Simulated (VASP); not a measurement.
Output of a VASP run:

**OSZICAR**
```
       N       E                     dE             d eps       ncg     rms          rms(c)
DAV:   1     0.114039969206E+03    0.11404E+03   -0.85717E+03  1456   0.150E+03
DAV:   2    -0.846797956839E+00   -0.11489E+03   -0.11135E+03  1496   0.321E+02
DAV:   3    -0.912611538016E+01   -0.82793E+01   -0.81950E+01  1934   0.918E+01
DAV:   4    -0.933561124519E+01   -0.20950E+00   -0.20941E+00  1600   0.167E+01
DAV:   5    -0.934558944047E+01   -0.99782E-02   -0.99778E-02  2165   0.322E+00    0.473E+00
DAV:   6    -0.907189006626E+01    0.27370E+00   -0.44476E-01  2185   0.129E+01    0.264E+00
DAV:   7    -0.903309581827E+01    0.38794E-01   -0.13563E-01  1979   0.363E+00    0.669E-01
DAV:   8    -0.902961560632E+01    0.34802E-02   -0.12364E-02  1837   0.162E+00    0.244E-01
DAV:   9    -0.902945593787E+01    0.15967E-03   -0.95751E-04  1776   0.384E-01    0.133E-01
DAV:  10    -0.902948189502E+01   -0.25957E-04   -0.11134E-04  2299   0.162E-01    0.812E-02
DAV:  11    -0.902948747321E+01   -0.55782E-05   -0.47996E-05  2177   0.143E-01    0.891E-02
DAV:  12    -0.902948304008E+01    0.44331E-05   -0.96060E-06  1692   0.412E-02    0.113E-02
DAV:  13    -0.902948305457E+01   -0.14492E-07   -0.11083E-06  1781   0.700E-03    0.741E-03
DAV:  14    -0.902948305552E+01   -0.94974E-09   -0.35391E-08   883   0.311E-03
   1 F= -.90294831E+01 E0= -.90295408E+01  d E =0.173215E-03
```

OUTCAR:
```
------------------------ aborting loop because EDIFF is reached ----------------------------------------
  FORCE on cell =-STRESS in cart. coord.  units (eV):
  Direction    XX          YY          ZZ          XY          YZ          ZX
  --------------------------------------------------------------------------------------
  Total       -0.0128116     -0.0128116     -0.0128116      0.0000000      0.0000000     -0.0000000
  in kB       -0.3740400     -0.3740400     -0.3740400      0.0000000      0.0000000     -0.0000000
  external PRESSURE =      -0.3740400 kB  Pullay stress =       0.0000000 kB
  volume of cell :       54.88
      direct lattice vectors                 reciprocal lattice vectors
     0.000000000  3.016163489  3.016163489    -0.165773507  0.165773507  0.165773507
     3.016163489  0.000000000  3.016163489     0.165773507 -0.165773507  0.165773507
     3.016163489  3.016163489  0.000000000     0.165773507  0.165773507 -0.165773507
  FREE ENERGIE OF THE ION-ELECTRON SYSTEM (eV)
  ---------------------------------------------------
  free  energy   TOTEN  =        -9.0294830555 eV

  energy  without entropy=       -9.0296562702  energy(sigma->0) =       -9.02954079
```
(Selected blocks of OUTCAR.)

### POSCAR
```
InAs
1
    0.0000000000     3.0161634892     3.0161634892
    3.0161634892     0.0000000000     3.0161634892
    3.0161634892     3.0161634892     0.0000000000
In As
1 1
Direct
  0.0000000000   0.0000000000   0.0000000000
  0.2500000000   0.2500000000   0.2500000000
```

Task: Reconstruct the remaining input files.

Result: Several could match; the one computed here: the input of the run itself, LDA (Ceperley-Alder, Perdew-Zunger), plane waves, VASP's LDA PAW potentials (set 64).

**INCAR**
```
! general
SYSTEM  = InAs
PREC    = Accurate
ENCUT   = 520
LREAL   = F
LASPH   = T

! electronic loop
EDIFF   = 1E-7
NELM    = 100
ALGO    = Normal
LMAXMIX = 4

! smearing
ISMEAR  = 1
SIGMA   = 0.1

! ions
ISIF    = 2

! output
LWAVE   = F
LCHARG  = F
```

KPOINTS:
```
Automatic mesh
0
Gamma
11 11 11
0 0 0
```

POTCAR, in this order: In_d As (LDA.64 set). Program: vasp_std.

The compound is InAs in the zinc blende structure. It was relaxed first.
